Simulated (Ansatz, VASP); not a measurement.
# BN in two plane-wave programs, part 2 of 2

Wanted: the spread between two codes on one cell, functional and k mesh. The cell is taken from a series of runs on this material, whose earlier steps may have relaxed, scaled, displaced or heated it; both programs get it as it stands.

VASP 6.6.1 and Ansatz 0.2.0.

So far: The starting structure; VASP: zone-centre phonons, LDA.

## 3. Ansatz: zone-centre phonons, LDA

Level of this step: Ansatz beside VASP: Kohn-Sham DFT, plane waves, LDA (Ansatz).

Ansatz runs on its PAW soft_1 files.

The same cell, functional (in two slightly different forms) and mesh now go to Ansatz, which takes its cutoff from its data sets.

Contents of input.yaml:

```yaml
crystal:
  lattice:
    - [0.0, 1.7809305601, 1.7809305601]
    - [1.7809305601, 0.0, 1.7809305601]
    - [1.7809305601, 1.7809305601, 0.0]
  atoms:
    - { symbol: B, position: [0.0, 0.0, 0.0] }
    - { symbol: "N", position: [0.75, 0.75, 0.75] }
kpoints:
  mp_grid: { grid: [12, 12, 12] }
hamiltonian:
  xc: lda
  pseudopotentials: { kind: paw, azcp: { folder: soft_1 }, xc_functional: pbe }
scf:
  occupations: { method: fixed }
  lower_state_search: "off"
output:
  eigenvalues: true
phonons:
  method: dfpt
  dielectric: true
  rigid_motions: translations
  qmesh: [4, 4, 4]
  temperatures: { t_max: 1000, t_step: 50 }
  qpath:
    path:
      - [[0.0, 0.0, 0.0], [-0.5, -0.5, 0.0], [-0.375, -0.375, 0.25]]
      - [[-0.375, 0.0, 0.375], [0.0, 0.0, 0.0], [0.0, 0.0, 0.5], [-0.5, -0.25, 0.25], [-0.5, -0.5, 0.0]]
    npoints: 10
```

Launch:

```console
ansatz run input.yaml --threads 8 --pin off --max-ram 16384MiB --backend cpu --events-out ev --progress --plain --runs-dir out
```

Numbers of over 12 decimals in the logs are rounded to 6 here.

The log of the run:

```text
Warning: phonons: the dynamical matrix that this run interpolates holds no multipole term above the dipole-dipole one, and a site of this crystal is no centre of inversion, so its interpolated transverse optical and acoustic branches and sound speeds can stay off near Gamma, and the density of states and the thermodynamics with them. What a run solves at a wave vector of phonons.qpoints, Gamma apart, where the deck admits one, is free of this, and under fd what a larger phonons.supercell samples
Engine: ansatz 0.2.0, aarch64-unknown-linux-gnu
Pseudopotentials: kind: paw
Pseudopotential: B, paw, valence charge 3, recommended cutoff 420 eV (normal), soft_1/B.paw.azcp
Pseudopotential: N, paw, valence charge 5, recommended cutoff 420 eV (normal), soft_1/N.paw.azcp
Functional definition: SPW92
  exchange = slater_x
  correlation = pw_c
Crystal: 2 atoms, lattice volume = 11.297 Å³
Basis set: ecut = 420 eV, 229 PW (Γ), exchange–correlation on 36×36×36 points (8 copies of the dense FFT grid, shifted against one another)
Bands: 8, of which v1, the nominal top of the filled ones, is band 4 counted from 1 (3 counted from 0)
Symmetry: 24 space group operations
k-points: 280 of 1728 (irreducible under 4 space group operations, time reversal used)
Non-local potential: B, projectors of the file, l = 0: 2, l = 1: 2, l = 2: 1
Non-local potential: N, projectors of the file, l = 0: 2, l = 1: 2, l = 2: 1
PAW form: soft (Blöchl's): semilocal exchange-correlation on the pseudo side does not see the compensation charge
PAW frozen core: B, regenerated for the run's functional, and the local potential with it (the file was generated under x = pbe(κ = 0.804, μ = 0.219515), c = pbe(β = 0.066725))
PAW frozen core: N, regenerated for the run's functional, and the local potential with it (the file was generated under x = pbe(κ = 0.804, μ = 0.219515), c = pbe(β = 0.066725))
PAW one-centre angular grid: B, 110 points (default); XC on 64 Gauss nodes
PAW one-centre angular grid: N, 110 points (default); XC on 64 Gauss nodes
Initial density: superposition of atomic densities (chi_scale 0.1, normalization cell, long waves kept (reshape's long-wave potential 0.00 eV rms))
Initial wavefunctions: pseudopotential atomic-orbital guess
Functional: x = slater, c = lda
SCF iter   1: F=—  HF=-527.273345 eV  |F-HF|=—  |Δ(HF+E_count)|=         —  Δρ=1.53e-1  dr2=2.10e0  ethr=3.10e-3  ⟨swp⟩=3.9  Hψ=12706  notcnv=0  defer=438
preconditioner: auto → none  [insulator: Δε(μ)=5.920 eV  Ē_g=20.885 eV  n_scr=0 (ndim 8)  ℏωp=31.2 eV  f_vac=0.000  ε∞_Penn≈3.2]
SCF iter   2: F=—  HF=-526.552949 eV  |F-HF|=—  |Δ(HF+E_count)|=   7.20e-1  Δρ=6.53e-2  dr2=2.67e-1  ethr=3.10e-3  ⟨swp⟩=2.0  Hψ=6565  notcnv=0  defer=78
SCF iter   3: F=—  HF=-526.477708 eV  |F-HF|=—  |Δ(HF+E_count)|=   7.52e-2  Δρ=2.19e-2  dr2=3.30e-2  ethr=3.10e-3  ⟨swp⟩=3.0  Hψ=3944  notcnv=0  defer=455
SCF iter   4: F=—  HF=-526.468012 eV  |F-HF|=—  |Δ(HF+E_count)|=   9.70e-3  Δρ=2.94e-3  dr2=3.26e-4  ethr=4.13e-4  ⟨swp⟩=3.0  Hψ=3959  notcnv=0  defer=532
SCF iter   5: F=—  HF=-526.467995 eV  |F-HF|=—  |Δ(HF+E_count)|=   1.77e-5  Δρ=1.68e-4  dr2=1.39e-6  ethr=4.08e-6  ⟨swp⟩=3.0  Hψ=3573  notcnv=0  defer=543
SCF iter   6: F=—  HF=-526.467995 eV  |F-HF|=—  |Δ(HF+E_count)|=   7.70e-8  Δρ=1.47e-5  dr2=5.28e-9  ethr=1.74e-8  ⟨swp⟩=2.5  Hψ=3378  notcnv=0  defer=27
SCF iter   7: F=-526.467995 eV  HF=-526.467995 eV  |F-HF|=7.84e-12  |Δ(HF+E_count)|=  2.51e-10  Δρ=7.20e-7  dr2=2.61e-11  ethr=1.25e-12  ⟨swp⟩=5.7  Hψ=13473  notcnv=0
SCF 1 converged in 7 iterations: F = -526.467995 eV  dr2 = 2.61e-11
  greatest PAW one-centre occupation: 0.785 electrons in one spin orbital (limit 2), on the N atom at site 1 (counted from 0), in its partial waves of l = 0
NSCF: frozen V_eff on 1 k-points
DFPT response loops at Γ: preconditioner auto → none (the input reference at scf.mixing.eps_inf says where Resta's filter doesn't serve); β = 0.50; Broyden in place of MSR1
NSCF: frozen V_eff on 72 k-points
NSCF: frozen V_eff on 1872 k-points
DFPT response loops at q = (0, 0, 0.25) (fractional): mixed as the last ones told, above
NSCF: frozen V_eff on 952 k-points
DFPT response loops at q = (0, 0, -0.5) (fractional): mixed as the last ones told, above
NSCF: frozen V_eff on 1020 k-points
DFPT response loops at q = (0, 0.25, 0.25) (fractional): mixed as the last ones told, above
NSCF: frozen V_eff on 3456 k-points
DFPT response loops at q = (0, 0.25, -0.5) (fractional): mixed as the last ones told, above
NSCF: frozen V_eff on 1872 k-points
DFPT response loops at q = (0, 0.25, -0.25) (fractional): mixed as the last ones told, above
NSCF: frozen V_eff on 560 k-points
DFPT response loops at q = (0, -0.5, -0.5) (fractional): mixed as the last ones told, above
NSCF: frozen V_eff on 1020 k-points
DFPT response loops at q = (0.25, -0.5, -0.25) (fractional): mixed as the last ones told, above
SCF converged after 7 iterations
Free energy (F): -526.467995 eV
Harris-Foulkes:  -526.467995 eV  (|F-HF|=7.84e-12)
Internal energy: -526.467995 eV  (E = F + TS)
E sigma→0 (E₀):  -526.467995 eV
Fermi energy:    11.638693 eV
--- Per-component energies (eV) ---
  E_band       = 28.703026
  E_kinetic    = 185.877634
  E_local      = -155.500527  (includes V_loc(G=0)·N_el)
  E_nonlocal   = 44.239019
  E_hartree    = 47.382670
  E_xc         = -93.023974
  E_vxc        = -115.502683  (∫ρ·V_xc dr)
  E_paw        = -191.838231  (= ΣΔE_a)
  E_vpaw       = -25.176585  (= ΣTr[D̂ρ^β])
  E_aug_tail   = 0.000874  (compensation charges beyond the density's cutoff)
  E_ewald      = -363.731337
  E_core_change = 0.125878  (= ΣΔE_core)
  E_smearing   = -0.000000  (= −TS)
  E_closure    = 0.000000  (closes the sum)
  Σ components = -526.467995   (vs F -526.467995, Δ=0.00e0)
--- Band table (eV; the first three rows and the last of 280) ---
  k-point 0: bands = ["-8.9494", "11.6387", "11.6387", "11.6387", "20.5387", "20.5387", "20.5387", "22.7776"]
  k-point 1: bands = ["-8.7735", "10.7054", "11.4475", "11.4475", "20.8239", "20.8264", "20.8264", "23.2850"]
  k-point 2: bands = ["-8.2517", "8.5509", "10.9830", "10.9830", "21.2901", "21.4905", "21.4905", "24.4965"]
  k-point 279: bands = ["-2.6461", "3.9410", "4.2748", "4.7599", "21.2716", "25.3941", "26.1604", "26.9958"]
--- Phonons (Γ-DFPT): 2 representative perturbations + reference, on 280 of 1728 k-points (Σ response iterations 6) ---
  k mesh reduced under 4 symmetry operations, with k and −k counted as one. Each operation leaves every solved perturbation unchanged. A smaller set is not considered because the run solves the response to a homogeneous field
  ASR residual: 1.005e-4 → 0.000e0 eV/Å²; symmetrization residual: 2.305e-7 eV/Å²
  ASR residual per site (eV/Å²): 1.01e-4 1.36e-5
  Γ frequencies (cm⁻¹): 0.00 0.00 0.00 1086.86 1086.86 1086.86
  ε∞ (high-frequency dielectric tensor):
        4.552878     0.000000     0.000000
       -0.000000     4.552878     0.000000
        0.000000     0.000000     4.552878
  ε⁰ (static dielectric tensor: ions relaxed, cell fixed):
        6.666362     0.000000    -0.000000
       -0.000000     6.666362    -0.000000
       -0.000000    -0.000000     6.666362
  ε⁰ − ε∞ (ionic part):
        2.113485    -0.000000    -0.000000
       -0.000000     2.113485    -0.000000
       -0.000000    -0.000000     2.113485
  softest optical mode at Γ: 1086.86 cm⁻¹; the repairs (sum rule, projections) moved no ω² at Γ by more than (1.60 cm⁻¹)²
  Born effective charges Z* (e; rows j = field, columns β = displacement):
    site 0:
         1.87008   -0.00000    0.00000
         0.00000    1.87008   -0.00000
        -0.00000   -0.00000    1.87008
    site 1:
        -1.87008    0.00000    0.00000
        -0.00000   -1.87008    0.00000
         0.00000    0.00000   -1.87008
  Z* charge neutrality: 1.053e-6 e pre-enforcement
  k-mesh period / interband length: 30.2 Å / 1.29 Å = 23.50 at k = (0.0000, -0.5000, -0.5000), direct gap 9.557 eV — 14 or more, which is no proof of convergence
  optical modes at Γ without the LO–TO term, one row a degenerate level:
      ω (cm⁻¹)  modes    IR ((D/Å)²/amu)
       1086.86      3            39.6717
  optical modes at Γ + LO–TO along q̂ = [1.0000, 0.0000, 0.0000]:
      ω (cm⁻¹)  modes    IR ((D/Å)²/amu)
       1086.86      2            26.4478
       1315.15      1            13.2239
  optical modes at Γ + LO–TO along q̂ = [0.0000, 1.0000, 0.0000]:
      ω (cm⁻¹)  modes    IR ((D/Å)²/amu)
       1086.86      2            26.4478
       1315.15      1            13.2239
  optical modes at Γ + LO–TO along q̂ = [0.0000, 0.0000, 1.0000]:
      ω (cm⁻¹)  modes    IR ((D/Å)²/amu)
       1086.86      2            26.4478
       1315.15      1            13.2239
--- Phonons (arbitrary-q DFPT): 8 irreducible q on the 4×4×4 mesh ---
  q = [0.0000, 0.0000, 0.0000] (star 1, of the zone-centre solve; hermiticity 1.74e-8, symmetrization 1.95e-15): -0.00 0.00 0.00 1086.86 1086.86 1086.86
  q = [0.0000, 0.0000, 0.2500] (star 8, 2 solved perturbations on 936 of 1728 k-point pairs; hermiticity 5.30e-9, symmetrization 7.95e-15): 356.90 356.90 649.46 1056.59 1056.59 1276.98
  q = [0.0000, 0.0000, -0.5000] (star 4, 2 solved perturbations on 476 of 1728 k-point pairs; hermiticity 4.84e-9, symmetrization 6.27e-15): 489.19 489.19 1006.59 1031.12 1031.12 1159.64
  q = [0.0000, 0.2500, 0.2500] (star 6, 4 solved perturbations in 1608 linear systems a pass and spin channel, the states on 510 of 1728 k-point pairs; hermiticity 8.12e-9, symmetrization 5.71e-15): 484.02 484.02 666.43 1036.19 1036.19 1289.75
  q = [0.0000, 0.2500, -0.5000] (star 24, 4 solved perturbations in 5328 linear systems a pass and spin channel, the states on 1728 of 1728 k-point pairs; hermiticity 7.63e-9, symmetrization 3.93e-15): 612.06 735.70 906.86 992.98 1032.76 1155.08
  q = [0.0000, 0.2500, -0.2500] (star 12, 4 solved perturbations in 2892 linear systems a pass and spin channel, the states on 936 of 1728 k-point pairs; hermiticity 6.31e-9, symmetrization 6.13e-15): 535.90 708.37 807.79 1007.97 1066.48 1171.32
  q = [0.0000, -0.5000, -0.5000] (star 3, 4 solved perturbations in 886 linear systems a pass and spin channel, the states on 280 of 1728 k-point pairs; hermiticity 7.72e-10, symmetrization 5.61e-15): 707.23 707.23 954.91 954.91 1040.50 1180.95
  q = [0.2500, -0.5000, -0.2500] (star 6, 4 solved perturbations in 1544 linear systems a pass and spin channel, the states on 510 of 1728 k-point pairs; hermiticity 6.90e-9, symmetrization 6.67e-15): 800.28 822.08 901.54 1004.13 1016.54 1045.81
  sum rule: each row above includes the acoustic sum rule's correction from the zone centre's row sums; it moved no ω² by more than (1.59 cm⁻¹)²
  mesh force constants: q→R imaginary residual 2.03e-18; ASR residual 1.005e-4 → 0.000e0 eV/Å²; symmetrization residual 1.421e-14 eV/Å²
  interpolated dispersion: 63 rows × 6 modes
  density of states and harmonic sums: on the 32×32×32 q-mesh, interpolated from the force constants of a 4×4×4 supercell (with the dipole–dipole term)
  largest difference from the sums on the solved wave vectors: F 5.19e-3 eV, S 9.34e-6 and C_V 3.93e-6 eV/K
  zero-point energy: 0.326436 eV/cell   skipped modes (ω ≤ 0): 3   left out of the sums: 1.53e-5 of the cell's modes: C_V's classical limit lies that fraction below 3 k_B per atom; for a crystal, a wire or a layer, F and S can be off by more, and a phonons.interpolated_qmesh denser along its periods is the remedy for the sampling
```

## 4. Differences

Known differences besides the potentials themselves: fixed occupations in Ansatz, narrow Gaussian smearing in VASP; VASP's run holds the zone centre alone; the cutoff is 420 eV in Ansatz and 600 eV in VASP; VASP's log shows a relativistic correction to its local exchange, Ansatz's none. Total energies have different zeros and are not compared.

Both answers:

| quantity | Ansatz | VASP | difference |
| --- | --- | --- | --- |
| ε∞ xx | 4.55 | 4.55 | +0.11 % |
| ε∞ yy | 4.55 | 4.55 | +0.11 % |
| ε∞ zz | 4.55 | 4.55 | +0.11 % |
| Born charge of B1 (mean of the diagonal) (e) | 1.87 | 1.87 | 0.00 |
| Born charge of N2 (mean of the diagonal) (e) | -1.87 | -1.87 | 0.00 |
| optical mode 1 to 3 (cm⁻¹) | 1086.9 | 1090.7 | -0.35 % |

Modes are paired by rising frequency, not by their patterns, so a pair may set unlike modes beside each other; they are those without the splitting of longitudinal modes.

## 5. Results

```yaml
r_m_s_difference_of_the_optical_zone_centre_modes_each_program_s_sorted_by_frequency_zone_centre_phonons_lda: 3.8 cm⁻¹
```

**Reading.** The r.m.s. difference of the optical zone-centre modes, each program's sorted by frequency is 3.8 cm⁻¹ (zone-centre phonons, LDA). Such differences can come from data sets, numerical settings and the points named under the comparisons, not from the functional's error against experiment.

[Lines on the potential files, build, host, timing and source positions are cut from VASP's logs without a mark.]

[Logs are printed without paths, hosts, clocks, repeated set-up lines and the standing remarks that a program may print on its own settings, such as how far it seeks lower states.]

[Hosts, paths, dates, database ids (printed as entryN), source tags and the programs' standing remarks are cut or masked in the printed files.]
